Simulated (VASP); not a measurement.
Here is the system:

```yaml
crystal:
  lattice:
    - [4.04697, 0.00000, 0.00000]
    - [-2.02348, 3.50478, 0.00000]
    - [0.00000, 0.00000, 5.47844]
  atoms:
    - { symbol: Te, position: [0.66667, 0.33333, 0.75086] }
    - { symbol: Te, position: [0.33333, 0.66667, 0.24914] }
    - { symbol: Pt, position: [0.00000, 0.00000, 0.00000] }
```

Calculation: PBE GGA, VASP's PBE PAW potentials (set 64) (plane waves; VASP). Settings: 300 eV cut-off, 8×8×5 Γ-centred mesh, Fermi-Dirac smearing of 0.10 eV, potentials Te Pt.

At this cut-off the stress carries a Pulay error, which pulls relaxed volumes low. Unless said otherwise, spin-orbit coupling is left out, though it shifts the bands of the heavy elements here.

Predict the energy per atom (σ→0), pressure, band gap (on the k-mesh) with the smallest direct gap where there is one.

```json
{
 "band gap (on the k-mesh)": "none (metal, semimetal or under 0.01 eV)",
 "energy per atom (σ→0)": "-4.523 eV/atom",
 "pressure": "1.47 GPa"
}
```

Only differences to runs with the same potentials and settings are physical.

The structure comes from a computed database's Te2Pt entry; how it stands against other phases isn't given here. The cell was not relaxed at this level.
